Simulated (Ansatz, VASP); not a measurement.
# Ti (Titanium) in two plane-wave programs, part 2 of 2

One calculation is typed for both programs; each brings its own data sets. How far apart do they land? The structure shown is the end of the Ansatz relaxation below.

VASP 6.6.1 and Ansatz 0.2.0.

So far. Step 3 (VASP: single point, PBEsol, pair 1): The run ends at a pressure of 1.10 GPa.

## Step 6: VASP: single point, PBEsol, pair 2 (continued)

Level of this step: PBEsol; plane waves and PAW (Ti_sv) (VASP).

Numbers of over 12 decimals in the logs are rounded to 6 here.

OUTCAR, selected parts (step 6):

```text
  Total       -0.0628404     -0.0628404      0.9088384     -0.0000000      0.0000000      0.0000000
  in kB       -3.0475568     -3.0475568     44.0757317     -0.0000000      0.0000000      0.0000000
  external PRESSURE =      12.6602060 kB  Pullay stress =       0.0000000 kB

 POSITION                                       TOTAL-FORCE (eV/Angst)
 -----------------------------------------------------------------------------------
     -0.00000      1.69021      1.11277        -0.000000      0.000000      0.000000
      1.46376      0.84510      3.33831         0.000000     -0.000000     -0.000000
 -----------------------------------------------------------------------------------
    total drift:                                0.000857      0.001484      0.000000

  FREE ENERGIE OF THE ION-ELECTRON SYSTEM (eV)
  ---------------------------------------------------
  free  energy   TOTEN  =       -16.6626777794 eV

  energy  without entropy=      -16.6674843910  energy(sigma->0) =      -16.66427998

[... 1 part as in an earlier step ...]

[... 2 further parts left out ...]
[key lines of the parts left out:]
E-fermi :   8.7725
```

The run ends at a pressure of 1.27 GPa.

## Step 7: Comparison

The two programs side by side:

| quantity | Ansatz | VASP | difference |
| --- | --- | --- | --- |
| pressure (GPa) | 1.57 | 1.27 | +0.31 |

## Step 8: Ansatz: relaxation, PBEsol

This run makes the geometry at which the two programs are then compared. The cell compared in this pair holds 33.30 Å³, against 33.04 Å³ for the pair before.

The structure compared here is the end of the Ansatz relaxation.

File input.yaml:

```yaml
crystal:
  lattice:
    - [2.9004419643, 0.0, 0.0]
    - [-1.4502209821, 2.5118564233, 0.0]
    - [0.0, 0.0, 4.5428530025]
  atoms:
    - { symbol: Ti, position: [0.3333333333, 0.6666666667, 0.25] }
    - { symbol: Ti, position: [0.6666666667, 0.3333333333, 0.75] }
kpoints:
  mp_grid: { grid: [18, 18, 12] }
hamiltonian:
  xc: pbesol
  pseudopotentials: { kind: paw, azcp: { folder: soft_1 }, xc_functional: pbe }
scf:
  occupations: { method: methfessel_paxton, width: 0.2 }
output:
  forces: true
  stress: true
  eigenvalues: true
relax:
  adjacent_minimum: "off"
  f_tol: 0.001
  max_steps: 60
  cell: { stress_tol: 0.01, fix: [c, angles] }
```

Started as:

```
$ ansatz run input.yaml --threads 4 --pin off --max-ram 10240MiB --backend cpu --events-out ev --progress --plain --runs-dir out
```

Log:

```text
[...]
Crystal: 2 atoms, lattice volume = 33.097 Å³
Basis set: ecut = 420 eV, 627 PW (Γ), exchange–correlation on 40×40×64 points (8 copies of the dense FFT grid, shifted against one another)
Bands: 16, of which v1, the nominal top of the filled ones, is band 12 counted from 1 (11 counted from 0)
Symmetry: 8 space group operations
k-points: 637 of 3888
[...]
k-point 636: bands = [... 8 lower, 11.1723, 11.1723, 12.9981, 12.9981, 15.2698, 15.2698, 15.6074, 15.6074]
--- Relaxed structure (3 steps of the walk, 3 accepted, 1 SCFs on fresh bases) ---
[...]
cell:  # Å, volume = 33.2979 Å³
    - [2.909233, -2.895494811276918e-11, 0.0]
    - [-1.454617, 2.519470, 0.0]
    - [0.0, 0.0, 4.5428530025]
  atoms:
    - { symbol: Ti, position: [0.333333, 0.666667, 0.25] }
    - { symbol: Ti, position: [0.666667, 0.333333, 0.750000] }
[key lines of the parts left out:]
SCF converged after 5 iterations
Free energy (F): -4947.797144 eV
Fermi energy:    13.853872 eV
P = ⅓ Tr σ = 0.5116 GPa (5.116 kbar)
```

## Step 9: VASP: single point, PBEsol, pair 3

The same cell, functional, mesh and smearing now go to VASP, with its own data sets.

File INCAR:

```
SYSTEM = Ti
PREC = Accurate
ENCUT = 500
EDIFF = 1E-06
NELM = 120
ISMEAR = 1
SIGMA = 0.2
LREAL = .FALSE.
ALGO = Normal
GGA = PS
NBANDS = 18
LASPH = .TRUE.
LORBIT = 11
LWAVE = .FALSE.
LCHARG = .FALSE.
ISIF = 2
GGA_COMPAT = .FALSE.
KPAR = 2
```

File POSCAR:

```
Ti
1.0
    2.9092334517      0.0000000000      0.0000000000
   -1.4546167258      2.5194700747      0.0000000000
    0.0000000000      0.0000000000      4.5428530025
Ti
2
Direct
    0.3333342226      0.6666675560      0.2500000000
    0.6666675560      0.3333342226      0.7500000000
```

File KPOINTS:

```
Automatic mesh
0
Gamma
18 18 12
0 0 0
```

The projector-augmented-wave data sets are Ti_sv (PBE family, release 64).

Started as:

```
$ mpirun -np 2 vasp_std
```

Log:

```text
[... set-up lines as in an earlier step ...]
 entering main loop
       N       E                     dE             d eps       ncg     rms          rms(c)
DAV:   1     0.254779737322E+03    0.25478E+03   -0.12934E+04  9324   0.164E+03
DAV:   2     0.108425164077E+02   -0.24394E+03   -0.24070E+03  9522   0.452E+02
DAV:   3    -0.177276214385E+02   -0.28570E+02   -0.28252E+02 17492   0.127E+02
DAV:   4    -0.188466661746E+02   -0.11190E+01   -0.11174E+01 10602   0.266E+01
[...]
DAV:  11    -0.166755573330E+02   -0.53532E-04   -0.23981E-04 11102   0.122E-01    0.373E-02
DAV:  12    -0.166755493386E+02    0.79944E-05   -0.38317E-05 11512   0.562E-02    0.599E-03
DAV:  13    -0.166755492980E+02    0.40610E-07   -0.14180E-06  7404   0.114E-02
   1 F= -.16675549E+02 E0= -.16677078E+02  d E =0.458696E-02
```

Parts of OUTCAR (step 9):

```text
  Total       -0.0611769     -0.0611769      0.2593320     -0.0000000     -0.0000000      0.0000000
  in kB       -2.9436196     -2.9436196     12.4781497     -0.0000000     -0.0000000      0.0000000
  external PRESSURE =       2.1969702 kB  Pullay stress =       0.0000000 kB

 POSITION                                       TOTAL-FORCE (eV/Angst)
 -----------------------------------------------------------------------------------
      0.00000      1.67965      1.13571        -0.000000      0.000000      0.000000
      1.45462      0.83983      3.40714         0.000000     -0.000000      0.000000
 -----------------------------------------------------------------------------------
    total drift:                               -0.002493     -0.004319      0.000005

  FREE ENERGIE OF THE ION-ELECTRON SYSTEM (eV)
  ---------------------------------------------------
  free  energy   TOTEN  =       -16.6755492980 eV

  energy  without entropy=      -16.6801362624  energy(sigma->0) =      -16.67707829

[... 1 part as in an earlier step ...]

[... 2 further parts left out ...]
[key lines of the parts left out:]
E-fermi :   8.6789
```

The run ends at a pressure of 0.22 GPa.

## Step 10: Comparison

Both answers:

| quantity | Ansatz | VASP | difference |
| --- | --- | --- | --- |
| pressure (GPa) | 0.51 | 0.22 | +0.29 |

## Step 11: Results

| Property | Result |
| --- | --- |
| difference in pressure (single point, PBEsol, pair 1) | 0.31 GPa |
| difference in pressure (single point, PBEsol, pair 2) | 0.31 GPa |
| difference in pressure (single point, PBEsol, pair 3) | 0.29 GPa |

In words: The difference in pressure is 0.31 GPa (single point, PBEsol, pair 1), within the 1 GPa picked in this series as the mark of a large difference. 5 further runs of this series are not shown here. Such differences can come from data sets, numerical settings and the points named under the comparisons, not from the functional's error against experiment.

[Lines on the potential files, build, host, timing and source positions are cut from VASP's logs without a mark.]

[Logs are printed without paths, hosts, clocks, repeated set-up lines and the standing remarks that a program may print on its own settings, such as how far it seeks lower states.]

[Hosts, paths, dates, database ids (printed as entryN), source tags and the programs' standing remarks are cut or masked in the printed files.]
